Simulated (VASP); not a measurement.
Method: LDA (Ceperley-Alder, Perdew-Zunger), VASP's LDA PAW potentials (set 64) (plane waves; VASP).

VASP ran on this input.

File KPOINTS:
```
K-points
0
G
  12 12 12
```

**INCAR**
```
ALGO = Normal
EDIFF = 1E-7
ENCUT = 520
ISIF = 2
ISMEAR = 1
LASPH = T
LCHARG = F
LMAXMIX = 4
LREAL = F
LWAVE = F
NELM = 100
PREC = Accurate
SIGMA = 0.1
SYSTEM = RuAl
```

POSCAR:
```
RuAl
1
    3.0140900533     0.0000000000     0.0000000000
    0.0000000000     3.0140900533     0.0000000000
    0.0000000000     0.0000000000     3.0140900533
Al Ru
1 1
Direct
  0.5000000000   0.5000000000   0.5000000000
  0.0000000000   0.0000000000   0.0000000000
```

POTCAR, in this order: Al Ru_pv (LDA.64 set). Program: vasp_std.

What VASP printed:

OUTCAR:
```
 ion  position               nearest neighbor table
   1  0.500  0.500  0.500-   2 2.61   2 2.61   2 2.61   2 2.61   2 2.61   2 2.61   2 2.61   2 2.61
  LATTYP: Found a simple cubic cell.
 ALAT       =     3.0140900533
 Subroutine PRICEL returns:
 Original cell was already a primitive cell.
 Subroutine GETGRP returns: Found 48 space group operations
The static configuration has the point symmetry O_h .
The dynamic configuration has the point symmetry O_h .
 Subroutine INISYM returns: Found 48 space group operations
 Subroutine IBZKPT returns following result:
 Found     84 irreducible k-points:

 Following reciprocal coordinates:
            Coordinates               Weight
  0.000000  0.000000  0.000000      1.000000
  0.083333  0.000000  0.000000      6.000000
  0.166667  0.000000  0.000000      6.000000
  0.250000  0.000000  0.000000      6.000000
  0.333333  0.000000  0.000000      6.000000
  0.416667  0.000000  0.000000      6.000000
  0.500000  0.000000  0.000000      3.000000
  0.083333  0.083333  0.000000     12.000000
  0.166667  0.083333  0.000000     24.000000
  0.250000  0.083333  0.000000     24.000000
  0.333333  0.083333  0.000000     24.000000
  0.416667  0.083333  0.000000     24.000000
  0.500000  0.083333  0.000000     12.000000
  0.166667  0.166667  0.000000     12.000000
  0.250000  0.166667  0.000000     24.000000
  0.333333  0.166667  0.000000     24.000000
  0.416667  0.166667  0.000000     24.000000
  0.500000  0.166667  0.000000     12.000000
  0.250000  0.250000  0.000000     12.000000
  0.333333  0.250000  0.000000     24.000000
  0.416667  0.250000  0.000000     24.000000
  0.500000  0.250000  0.000000     12.000000
  0.333333  0.333333  0.000000     12.000000
  0.416667  0.333333  0.000000     24.000000
  0.500000  0.333333  0.000000     12.000000
  0.416667  0.416667  0.000000     12.000000
  0.500000  0.416667  0.000000     12.000000
  0.500000  0.500000  0.000000      3.000000
  0.083333  0.083333  0.083333      8.000000
  0.166667  0.083333  0.083333     24.000000
  0.250000  0.083333  0.083333     24.000000
  0.333333  0.083333  0.083333     24.000000
  0.416667  0.083333  0.083333     24.000000
  0.500000  0.083333  0.083333     12.000000
  0.166667  0.166667  0.083333     24.000000
  0.250000  0.166667  0.083333     48.000000
  0.333333  0.166667  0.083333     48.000000
  0.416667  0.166667  0.083333     48.000000
  0.500000  0.166667  0.083333     24.000000
  0.250000  0.250000  0.083333     24.000000
   k-points           NKPTS =     84   k-points in BZ     NKDIM =     84   number of bands    NBANDS=     12
   number of dos      NEDOS =    301   number of ions     NIONS =      2
   total plane-waves  NPLWV =  13824
   dimension x,y,z NGX =    24 NGY =   24 NGZ =   24
   dimension x,y,z NGXF=    48 NGYF=   48 NGZF=   48
   ions per type =               1   1
   PREC   = accura    normal or accurate (medium, high low for compatibility)
   ISTART =      0    job   : 0-new  1-cont  2-samecut
   ICHARG =      2    charge: 1-file 2-atom 10-const
   ISPIN  =      1    spin polarized calculation?
   LNONCOLLINEAR =      F non collinear calculations
   LSORBIT =      F    spin-orbit coupling
   INIWAV =      1    electr: 0-lowe 1-rand  2-diag
   ENCUT  =  520.0 eV  38.22 Ry    6.18 a.u.   5.60  5.60  5.60*2*pi/ulx,y,z
   NELM   =    100;   NELMIN=  2; NELMDL= -5     # of ELM steps
   EDIFF  = 0.1E-06   stopping-criterion for ELM
   LREAL  =      F    real-space projection
   NLSPLINE    = F    spline interpolate recip. space projectors
   LMAXMIX     =    4 max onsite mixed and CHGCAR
   VOSKOWN=      0    Vosko Wilk Nusair interpolation
...
```

OSZICAR:
```
       N       E                     dE             d eps       ncg     rms          rms(c)
DAV:   1     0.115883837182E+03    0.11588E+03   -0.93875E+03  2016   0.133E+03
DAV:   2    -0.143249418805E+02   -0.13021E+03   -0.12567E+03  2188   0.353E+02
DAV:   3    -0.167913577682E+02   -0.24664E+01   -0.23921E+01  2420   0.494E+01
DAV:   4    -0.168156422376E+02   -0.24284E-01   -0.24278E-01  2300   0.503E+00
DAV:   5    -0.168163445126E+02   -0.70227E-03   -0.70226E-03  2640   0.674E-01    0.117E+01
DAV:   6    -0.162410106049E+02    0.57533E+00   -0.36822E+00  2140   0.218E+01    0.236E+00
DAV:   7    -0.161513153291E+02    0.89695E-01   -0.32659E-01  2128   0.679E+00    0.200E+00
DAV:   8    -0.161295503309E+02    0.21765E-01   -0.25234E-02  2160   0.138E+00    0.212E-01
DAV:   9    -0.161293568687E+02    0.19346E-03   -0.31156E-04  2376   0.157E-01    0.126E-01
DAV:  10    -0.161293327031E+02    0.24166E-04   -0.43018E-05  2436   0.893E-02    0.976E-03
DAV:  11    -0.161293322727E+02    0.43039E-06   -0.20753E-06  2420   0.187E-02    0.444E-03
DAV:  12    -0.161293321874E+02    0.85301E-07   -0.10766E-07  1304   0.369E-03
   1 F= -.16129332E+02 E0= -.16129208E+02  d E =-.373533E-03
```

### OUTCAR
```
------------------------ aborting loop because EDIFF is reached ----------------------------------------
  FORCE on cell =-STRESS in cart. coord.  units (eV):
  Direction    XX          YY          ZZ          XY          YZ          ZX
  --------------------------------------------------------------------------------------
  Total       -2.0494465     -2.0494465     -2.0494465      0.0000000      0.0000000     -0.0000000
  in kB     -119.9163741   -119.9163741   -119.9163741      0.0000000      0.0000000     -0.0000000
  external PRESSURE =    -119.9163741 kB  Pullay stress =       0.0000000 kB
  volume of cell :       27.38
      direct lattice vectors                 reciprocal lattice vectors
     3.014090053  0.000000000  0.000000000     0.331775090  0.000000000  0.000000000
     0.000000000  3.014090053  0.000000000     0.000000000  0.331775090  0.000000000
     0.000000000  0.000000000  3.014090053     0.000000000  0.000000000  0.331775090
 POSITION                                       TOTAL-FORCE (eV/Angst)
 -----------------------------------------------------------------------------------
      1.50705      1.50705      1.50705         0.000000      0.000000      0.000000
      0.00000      0.00000      0.00000         0.000000      0.000000      0.000000
 -----------------------------------------------------------------------------------
    total drift:                                0.000000      0.000000      0.000000
  FREE ENERGIE OF THE ION-ELECTRON SYSTEM (eV)
  ---------------------------------------------------
  free  energy   TOTEN  =       -16.1293321874 eV

  energy  without entropy=      -16.1289586545  energy(sigma->0) =      -16.12920768
```
(Selected blocks of OUTCAR.)

### OUTCAR
```
 val. band max:       10.1847209418   @ k =   0.0833   0.0833   0.0000

 cond. band min:      10.2062734339   @ k =   0.2500   0.0833   0.0833


 Fermi energy:        10.1928959737

 k-point     1 :       0.0000    0.0000    0.0000
  band No.  band energies     occupation
      1     -31.3674      2.00000
      2     -31.3674      2.00000
      3     -31.3674      2.00000
      4       0.6692      2.00000
      5       6.7269      2.00000
      6       6.7269      2.00000
      7      10.3745     -0.02767
      8      10.3745     -0.02767
      9      10.3745     -0.02767
     10      16.1129      0.00000
     11      16.1129      0.00000
     12      16.1129      0.00000

 k-point     2 :       0.0833    0.0000    0.0000
  band No.  band energies     occupation
      1     -31.3807      2.00000
      2     -31.3663      2.00000
      3     -31.3663      2.00000
      4       0.8000      2.00000
      5       6.7709      2.00000
      6       6.7718      2.00000
      7      10.2132      0.66482
      8      10.2132      0.66481
      9      10.3904     -0.01734
     10      15.4891      0.00000
     11      16.3747      0.00000
     12      16.3747      0.00000

 k-point     3 :       0.1667    0.0000    0.0000
  band No.  band energies     occupation
      1     -31.4168      2.00000
      2     -31.3632      2.00000
      3     -31.3632      2.00000
      4       1.1845      2.00000
      5       6.8511      2.00000
      6       6.8984      2.00000
      7       9.8228      2.00000
      8       9.8228      2.00000
      9      10.4341     -0.00339
     10      14.2699      0.00000
     11      17.0677      0.00000
     12      17.0677      0.00000

 k-point     4 :       0.2500    0.0000    0.0000
  band No.  band energies     occupation
      1     -31.4659      2.00000
      2     -31.3591      2.00000
      3     -31.3591      2.00000
      4       1.8002      2.00000
      5       6.8050      2.00000
      6       7.0815      2.00000
...
```

The compound is RuAl in the CsCl type structure. This cell is one point of a volume scan, at 1.06 of the reference volume. The electron count is odd and the run is not spin-polarised, which forces a metal.
